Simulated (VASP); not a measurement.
# AlSn (P-6m2) in VASP: notebook

Aim: see how the results for AlSn move with the level of theory and the settings. Levels: PBE, LDA. Tasks: phonons, equation of state.

All numbers are computed with VASP 6.6.1; they aren't measurements. Logs are shortened: lines on timing, memory, paths and dates and some standing lists are left out, and cuts for length are marked.

## (1) Starting point

Symmetry: P-6m2, No. 187, hexagonal system. Conventional cell: a = 4.198 Å, b = 4.198 Å, c = 3.307 Å, α = 90.00°, β = 90.00°, γ = 120.00°. Sn (site symmetry -6m2) is surrounded by 6 Al at 2.93 Å and 2 Sn at 3.31 Å. Around Al (site symmetry -6m2) lie 6 Sn at 2.93 Å and 2 Al at 3.31 Å.

The cell comes from a database or a generator and needn't be the stable form of this composition.

## (2) Phonons, PBE

POSCAR

```
AlSn
1.0
    4.1981056157      0.0000000000      0.0000000000
   -2.0990528078      3.6356661109      0.0000000000
    0.0000000000      0.0000000000      3.3068470000
Sn Al
1 1
Direct
    0.3333333333      0.6666666667      0.5000000000
    0.0000000000      0.0000000000      0.0000000000
```

INCAR.step1

```
SYSTEM = AlSn
ALGO = Normal
EDIFF = 1E-8
EDIFFG = -0.002
ENCUT = 600
GGA = PE
IBRION = 2
ISIF = 3
ISMEAR = -1
KPAR = 2
LASPH = .TRUE.
LCHARG = .FALSE.
LREAL = .FALSE.
LWAVE = .FALSE.
NELM = 80
NSW = 40
PREC = Accurate
SIGMA = 0.05
```

INCAR.step2

```
SYSTEM = AlSn
ALGO = Normal
EDIFF = 1E-8
ENCUT = 600
GGA = PE
IBRION = 6
ISIF = 2
ISMEAR = -1
KPAR = 2
LASPH = .TRUE.
LCHARG = .FALSE.
LREAL = .FALSE.
LWAVE = .FALSE.
NELM = 80
NFREE = 2
NSW = 1
POTIM = 0.015
PREC = Accurate
SIGMA = 0.05
```

KPOINTS

```
k-points
0
G
  8 8 8
  0 0 0
```

Potentials or basis: VASP PAW PBE potentials, release 64 (Sn_d, Al).

Command:

```sh
> cat potpaw_PBE.64/Sn_d/POTCAR potpaw_PBE.64/Al/POTCAR > POTCAR
> cp INCAR.step1 INCAR
> mpirun -np 2 vasp_std > vasp.out
> cp CONTCAR POSCAR
> cp INCAR.step2 INCAR
> mpirun -np 2 vasp_std > vasp.out
```

OUTCAR:

```text
SYSTEM = AlSn
   EDIFF = 1E-8
   ENCUT = 600
   GGA = PE
   IBRION = 6
   ISIF = 2
   ISMEAR = -1
   LASPH = .TRUE.
   LREAL = .FALSE.
   NELM = 80
   NFREE = 2
   NSW = 1
   POTIM = 0.015
   PREC = Accurate

 ion  position               nearest neighbor table
   1  0.333  0.667  0.500-   2 2.93   2 2.93   2 2.93   2 2.93   2 2.93   2 2.93
   2  0.000  0.000  0.000-   1 2.93   1 2.93   1 2.93   1 2.93   1 2.93   1 2.93

  LATTYP: Found a hexagonal cell.
 ALAT       =     4.1967110960
 C/A-ratio  =     0.7869982238

  Lattice vectors:

 A1 = (   4.1967110960,  -0.0000000000,   0.0000000000)
 A2 = (  -2.0983555479,   3.6344584214,   0.0000000000)
 A3 = (   0.0000000000,   0.0000000000,   3.3028041783)

Analysis of symmetry for initial positions (statically):
=====================================================================
 Subroutine PRICEL returns:
 Original cell was already a primitive cell.

 Routine SETGRP: Setting up the symmetry group for a
 hexagonal supercell.

 Subroutine GETGRP returns: Found 12 space group operations
 (whereof 12 operations were pure point group operations)
 out of a pool of 24 trial point group operations.

The static configuration has the point symmetry D_3h.

Analysis of symmetry for dynamics (positions and initial velocities):
=====================================================================
 Subroutine PRICEL returns:
 Original cell was already a primitive cell.

 Routine SETGRP: Setting up the symmetry group for a
 hexagonal supercell.

 Subroutine GETGRP returns: Found 12 space group operations
 (whereof 12 operations were pure point group operations)
 out of a pool of 24 trial point group operations.

The dynamic configuration has the point symmetry D_3h.

 Subroutine INISYM returns: Found 12 space group operations
 (whereof 12 operations are pure point group operations),
 and found     1 'primitive' translations

----------------------------------------------------------------------------------------

                                     Primitive cell

  volume of cell :      50.3769

  direct lattice vectors                    reciprocal lattice vectors
     4.196711096 -0.000000000  0.000000000     0.238281830  0.137572079  0.000000000
    -2.098355548  3.634458421  0.000000000     0.000000000  0.275144157  0.000000000
     0.000000000  0.000000000  3.302804178     0.000000000  0.000000000  0.302773021

  length of vectors
     4.196711096  4.196711096  3.302804178     0.275144157  0.275144157  0.302773021

  position of ions in fractional coordinates (direct lattice)
     0.333333333  0.666666667  0.500000000
     0.000000000  0.000000000  0.000000000

  ion indices of the primitive-cell ions
   primitive index   ion index
                 1           1
                 2           2

----------------------------------------------------------------------------------------

 KPOINTS: k-points

Automatic generation of k-mesh.
 Grid dimensions read from file:
 generate k-points for:    8    8    8

 Generating k-lattice:

  Cartesian coordinates                     Fractional coordinates (reciprocal lattice)
     0.029785229  0.017196510  0.000000000     0.125000000  0.000000000  0.000000000
     0.000000000  0.034393020  0.000000000     0.000000000  0.125000000  0.000000000
     0.000000000  0.000000000  0.037846628     0.000000000  0.000000000  0.125000000

  Length of vectors
     0.034393020  0.034393020  0.037846628
[... 62 lines left out ...]
   POTIM  = 0.0150    time-step for ionic-motion
   TEBEG  =    0.0;   TEEND  =   0.0 temperature during run
   PSTRESS=    0.0 pullay stress
   NELECT =      17.0000    total number of electrons
   NUPDOWN=      -1.0000    fix difference up-down
   EMIN   =  10.00;   EMAX   =-10.00  energy-range for DOS
   EFERMI =   0.00;   METHOD = LEGACY
   ISMEAR =    -1;   SIGMA  =   0.05  broadening in eV -4-tet -1-fermi 0-gaus
   EFERMI_NEDOS =   21; number of points for ismear=-14 and -15
   IALGO  =     38    algorithm
   IMIX   =      4    mixing-type and parameters
     AMIX     =   0.40;   BMIX     =  1.00
     AMIX_MAG =   1.60;   BMIX_MAG =  1.00
  volume/ion in A,a.u.               =      25.19       169.98
  Fermi-wavevector in a.u.,A,eV,Ry     =   1.139761  2.153837 17.674730  1.299056
  Thomas-Fermi vector in A             =   2.276464
   LORBIT       =      0    0 simple, 1 ext, 2 COOP (PROOUT), +10 PAW based schemes
   GGA     = PE    functional components
   LHFCALC =     F    Hartree Fock is set to
   AEXX    =    0.0000 exact exchange contribution
   IVDW    =     0    specifies the selected vdW correction
   LEPSILON=     F    determine dielectric tensor
   LRPA    =     F    only Hartree local field effects (RPA)
 finite differences with symmetry
 non-spin polarized calculation
  energy-cutoff  :      600.00
  volume of cell :       50.38
 maximum number of plane-waves:      1730
 NGX is ok and might be reduce to    36
   NGX = 17   NGY = 17   NGZ = 13

--------------------------------------- Ionic step        1  -------------------------------------------

 number of electron      17.0000000 magnetization

 Free energy of the ion-electron system (eV)
  ---------------------------------------------------
  ext. energy  EPLUGINS =         0.00000000
  ---------------------------------------------------
  free energy    TOTEN  =        -7.20472752 eV

  energy without entropy =       -7.20071981  energy(sigma->0) =       -7.20272367

------------------------ aborting loop because EDIFF is reached ----------------------------------------

  FORCE on cell =-STRESS in cart. coord.  units (eV):
  Direction    XX          YY          ZZ          XY          YZ          ZX
  --------------------------------------------------------------------------------------
  -------------------------------------------------------------------------------------
  Total       -0.0001408     -0.0001408      0.0018149     -0.0000000      0.0000000      0.0000000
  in kB       -0.0044795     -0.0044795      0.0577214     -0.0000000      0.0000000      0.0000000
  external PRESSURE =       0.0162541 kB  Pullay stress =       0.0000000 kB
[... 275 lines left out ...]
--------------------------------------- Ionic step        9  -------------------------------------------

 number of electron      17.0000000 magnetization

 Free energy of the ion-electron system (eV)
  ---------------------------------------------------
  ext. energy  EPLUGINS =         0.00000000
  ---------------------------------------------------
  free energy    TOTEN  =        -7.20456511 eV

  energy without entropy =       -7.20056455  energy(sigma->0) =       -7.20256483

 E-fermi :   6.3192     XC(G=0):  -9.5738

 val. band max:        6.2423975884   @ k =   0.1250   0.1250   0.5000
 cond. band min:       6.4411336959   @ k =   0.0000   0.0000   0.1250
 fundamental gap:      0.1987361075
 Fermi energy:         6.3192030140

 k-point     1 :       0.0000    0.0000    0.0000
  band No.  band energies     occupation
      1     -14.9493      2.00000
      2     -14.8284      2.00000
      3     -14.8284      2.00000
      4     -14.8192      2.00000
      5     -14.8192      2.00000
      6      -4.0246      2.00000
      7       6.2109      1.79419
      8       6.2109      1.79419
      9       7.1351      0.00000
     10       9.0594      0.00000
     11       9.5686      0.00000
     12       9.5686      0.00000
[... 331 lines left out ...]
 k-point    24 :       0.3750   -0.0000    0.2500
  band No.  band energies     occupation
      1     -14.8605      2.00000
      2     -14.8540      2.00000
      3     -14.8531      2.00000
      4     -14.8242      2.00000
      5     -14.8080      2.00000
      6      -1.8165      2.00000
      7       1.7955      2.00000
      8       5.5073      2.00000
      9       5.6703      2.00000
     10       8.0150      0.00000
     11       8.8439      0.00000
     12      12.3955      0.00000

 [... further k-points ...]

------------------------ aborting loop because EDIFF is reached ----------------------------------------

  FORCE on cell =-STRESS in cart. coord.  units (eV):
  Direction    XX          YY          ZZ          XY          YZ          ZX
  --------------------------------------------------------------------------------------
  -------------------------------------------------------------------------------------
  Total        0.0007337      0.0007337      0.0021177      0.0000000     -0.0000000     -0.0000000
  in kB        0.0233359      0.0233359      0.0673519      0.0000000     -0.0000000     -0.0000000
  external PRESSURE =       0.0380079 kB  Pullay stress =       0.0000000 kB
[... 17 lines left out ...]
  FREE ENERGIE OF THE ION-ELECTRON SYSTEM (eV)
  ---------------------------------------------------
  free  energy   TOTEN  =        -7.2045651069 eV

  energy  without entropy=       -7.2005645517  energy(sigma->0) =       -7.20256483

 INTERNAL STRAIN TENSORS FROM DISPLACED ATOMS
 ============================================

 INTERNAL STRAIN TENSOR FOR ION    1 for displacements in x,y,z  (eV/Angst):
          X           Y           Z          XY          YZ          ZX
  --------------------------------------------------------------------------------
  x     0.00000    -0.00000    -0.00000     3.62645     0.00000     0.00000
  y     3.62645    -3.62645     0.00000    -0.00000     0.00000     0.00000
  z     0.00000     0.00000     0.00000     0.00000     0.00000    -0.00000

 INTERNAL STRAIN TENSOR FOR ION    2 for displacements in x,y,z  (eV/Angst):
          X           Y           Z          XY          YZ          ZX
  --------------------------------------------------------------------------------
  x    -0.00000     0.00000     0.00000    -3.63234     0.00000     0.00000
  y    -3.63234     3.63234     0.00000     0.00000     0.00000     0.00000
  z     0.00000     0.00000     0.00000     0.00000     0.00000     0.00000

 Eigenvectors and eigenvalues of the dynamical matrix
 ----------------------------------------------------

   1 f  =    6.701295 THz    42.105478 2PiTHz  223.531141 cm-1    27.714317 meV
             X         Y         Z           dx          dy          dz
     -0.000000  2.422972  1.651402    -0.408030   -0.136592    0.000000
      0.000000  0.000000  0.000000     0.856003    0.286555    0.000000
[... 21 lines left out ...]
   6 f/i=    0.004537 THz     0.028504 2PiTHz    0.151324 cm-1     0.018762 meV
             X         Y         Z           dx          dy          dz
     -0.000000  2.422972  1.651402     0.000000   -0.000000   -0.902179
      0.000000  0.000000  0.000000    -0.000000    0.000000   -0.431362

 ELASTIC MODULI CONTR FROM IONIC RELAXATION (kBar)
 Direction    XX          YY          ZZ          XY          YZ          ZX
 --------------------------------------------------------------------------------
 XX        -103.7199    103.7199     -0.0000     -0.0000      0.0000      0.0000
 YY         103.7199   -103.7199      0.0000     -0.0000      0.0000     -0.0000
 ZZ          -0.0000      0.0000     -0.0000      0.0000      0.0000      0.0000
 XY          -0.0000     -0.0000      0.0000   -103.7199      0.0000     -0.0000
 YZ           0.0000      0.0000      0.0000      0.0000      0.0000      0.0000
 ZX           0.0000     -0.0000      0.0000     -0.0000      0.0000     -0.0000
 --------------------------------------------------------------------------------
```

Run time: 7.6 min. Hardware: 2 MPI ranks of AMD EPYC 7R13 (Zen 3), shared host; peak memory 0.35 GiB.

Results:

```yaml
Relaxed_volume: 25.19 Å³/atom
Relaxed_cell: a = 4.197 Å, b = 4.197 Å, c = 3.303 Å, α = 90.00°, β = 90.00°, γ = 120.00°
Space_group_after_relaxing_to_0.05_Å: P-6m2 (No. 187)
Highest_phonon_frequency_at_Γ_LO-TO_splitting_left_out: 224 cm⁻¹
```

Final structure:
```
CELL_PARAMETERS angstrom
4.19671 0.00000 0.00000
-2.09836 3.63446 0.00000
0.00000 0.00000 3.30280
ATOMIC_POSITIONS crystal
Sn 0.33333 0.66667 0.50000
Al 0.00000 0.00000 0.00000
```

Phonon frequencies in cm⁻¹ (negative: imaginary):
```
              q point        frequencies
(0.000, 0.000, 0.000)  0 0 0 134 224 224
```

## (3) Equation of state, LDA, 22.80 Å³/atom (a relaxed cell with its volume scaled by 0.96)

INCAR

```
PREC = Accurate ; ENCUT = 520
EDIFF = 1E-6 ; ISMEAR = -1
SIGMA = 0.05 ; LREAL = F
LASPH = T ; NELM = 80
ALGO = Normal ; ISIF = 2
LWAVE = F ; LCHARG = F
```

KPOINTS

```
Automatic mesh
0
Gamma
  6 6 8
```

POSCAR

```
AlSn                                    
1.0
    4.0394644539     -0.0000000000      0.0000000000
   -2.0197322269      3.4982788347     -0.0000000000
   -0.0000000000      0.0000000000      3.2275149573
  Sn              Al            
     1     1
Direct
     0.3333333332999970    0.6666666667000030    0.5000000000000000
     0.0000000000000000    0.0000000000000000    0.0000000000000000
```

Potentials or basis: VASP PAW LDA potentials, release 64 (Sn_d, Al).

Command:

```sh
> cat potpaw_LDA.64/Sn_d/POTCAR potpaw_LDA.64/Al/POTCAR > POTCAR
> mpirun -np 1 vasp_std > vasp.out
```

Run time: 11 s. Hardware: 1 thread of Intel Xeon Platinum 8259CL at 2.50GHz (Skylake/Cascade Lake), shared host; peak memory 0.15 GiB.

Results (log left out):

| Property | Result |
| --- | --- |
| Free energy | -8.3064 eV |
| Pressure | 2.5 GPa |
| Band gap on the k mesh | none (metal or under the smearing width) |

## (4) Equation of state, LDA, 23.28 Å³/atom (a relaxed cell with its volume scaled by 0.98)

INCAR is that of step 3.

KPOINTS is that of step 3.

POSCAR

```
AlSn                                    
1.0
    4.0673237098     -0.0000000000      0.0000000000
   -2.0336618549      3.5224056581     -0.0000000000
   -0.0000000000      0.0000000000      3.2497743845
  Sn              Al            
     1     1
Direct
     0.3333333332999970    0.6666666667000030    0.5000000000000000
     0.0000000000000000    0.0000000000000000    0.0000000000000000
```

Command:

```sh
> cat potpaw_LDA.64/Sn_d/POTCAR potpaw_LDA.64/Al/POTCAR > POTCAR
> mpirun -np 1 vasp_std > vasp.out
```

Wall time 11 s (1 thread of Intel Xeon Platinum 8259CL at 2.50GHz (Skylake/Cascade Lake), shared host); peak memory 0.15 GiB.

It converged, with:

| Quantity | Value |
| --- | --- |
| Free energy | -8.3177 eV |
| Pressure | 1.2 GPa |
| Band gap on the k mesh | none (metal or under the smearing width) |

## (5) Equation of state, LDA, 23.75 Å³/atom

INCAR is that of step 4.

KPOINTS is that of step 4.

POSCAR

```
AlSn                                    
1.0
    4.0948064605     -0.0000000000      0.0000000000
   -2.0474032302      3.5462064183     -0.0000000000
   -0.0000000000      0.0000000000      3.2717329857
  Sn              Al            
     1     1
Direct
     0.3333333332999970    0.6666666667000030    0.5000000000000000
     0.0000000000000000    0.0000000000000000    0.0000000000000000
```

Command:

```sh
> cat potpaw_LDA.64/Sn_d/POTCAR potpaw_LDA.64/Al/POTCAR > POTCAR
> mpirun -np 1 vasp_std > vasp.out
```

Wall time 11 s (1 thread of Intel Xeon Platinum 8259CL at 2.50GHz (Skylake/Cascade Lake), shared host); peak memory 0.15 GiB.

It converged, with:

| Quantity | Value |
| --- | --- |
| Free energy | -8.3214 eV |
| Pressure | 0.0 GPa |
| Band gap on the k mesh | none (metal or under the smearing width) |

## (6) Equation of state, LDA, 24.23 Å³/atom (a relaxed cell with its volume scaled by 1.02)

INCAR is that of step 5.

KPOINTS is that of step 5.

POSCAR

```
AlSn                                    
1.0
    4.1219251744     -0.0000000000      0.0000000000
   -2.0609625871      3.5696919134     -0.0000000000
   -0.0000000000      0.0000000000      3.2934007230
  Sn              Al            
     1     1
Direct
     0.3333333332999970    0.6666666667000030    0.5000000000000000
     0.0000000000000000    0.0000000000000000    0.0000000000000000
```

Potentials or basis: VASP PAW LDA potentials, release 64 (Sn_d, Al).

Command:

```sh
> cat potpaw_LDA.64/Sn_d/POTCAR potpaw_LDA.64/Al/POTCAR > POTCAR
> mpirun -np 1 vasp_std > vasp.out
```

Run time: 8.9 s. Hardware: 1 thread of Intel Xeon Platinum 8259CL at 2.50GHz (Skylake/Cascade Lake), shared host; peak memory 0.16 GiB.

Results (log left out):

* Free energy: -8.3181 eV
* Pressure: -1.2 GPa
* Band gap on the k mesh: none (metal or under the smearing width)

## (7) Equation of state, LDA, 24.70 Å³/atom (a relaxed cell with its volume scaled by 1.04)

INCAR is that of step 6.

KPOINTS is that of step 6.

POSCAR

```
AlSn                                    
1.0
    4.1486916722     -0.0000000000      0.0000000000
   -2.0743458361      3.5928723806     -0.0000000000
   -0.0000000000      0.0000000000      3.3147870412
  Sn              Al            
     1     1
Direct
     0.3333333332999970    0.6666666667000030    0.5000000000000000
     0.0000000000000000    0.0000000000000000    0.0000000000000000
```

Command:

```sh
> cat potpaw_LDA.64/Sn_d/POTCAR potpaw_LDA.64/Al/POTCAR > POTCAR
> mpirun -np 1 vasp_std > vasp.out
```

It took 10 s on 1 thread of Intel Xeon Platinum 8259CL at 2.50GHz (Skylake/Cascade Lake), shared host; peak memory 0.16 GiB.

It converged, with:

```
Free energy            : -8.3086 eV
Pressure               : -2.1 GPa
Band gap on the k mesh : none (metal or under the smearing width)
```

## (8) Equation of state, LDA

This run uses another cell than the first one, of 23.75 Å³/atom, 0.941 times its volume.

Potentials or basis: VASP PAW LDA potentials, release 64 (Sn_d, Al).

This step only gathers the single runs of the series.

What came out:

```yaml
Equilibrium_volume: 23.76 Å³/atom
Bulk_modulus_at_fixed_shape_and_positions: 58 GPa
Pressure_derivative_of_the_bulk_modulus: "4.4 (rough: it moves with the points fitted)"
```

Energy against volume, from the lowest point:
```tsv
volume (Å³/atom)	energy (meV/atom)
22.804	7.48
23.279	1.82
23.754	0.00
24.230	1.65
24.705	6.40
```

Caveat: the cell was scaled at fixed shape and fractional positions, which overstates the stiffness of a crystal with free parameters, most of all of layers and chains.

## (9) The reference run

An earlier run on the cell as given: functional PBE; potentials or basis VASP PAW PBE potentials, release 64 (Sn_d, Al); cutoff 520 eV; k mesh 7 × 7 × 8; occupations fermi-dirac, width 0.05 eV; no spin polarisation.

- Pressure: 0.2 GPa
- Band gap on the k mesh: none (metal or under the smearing width)
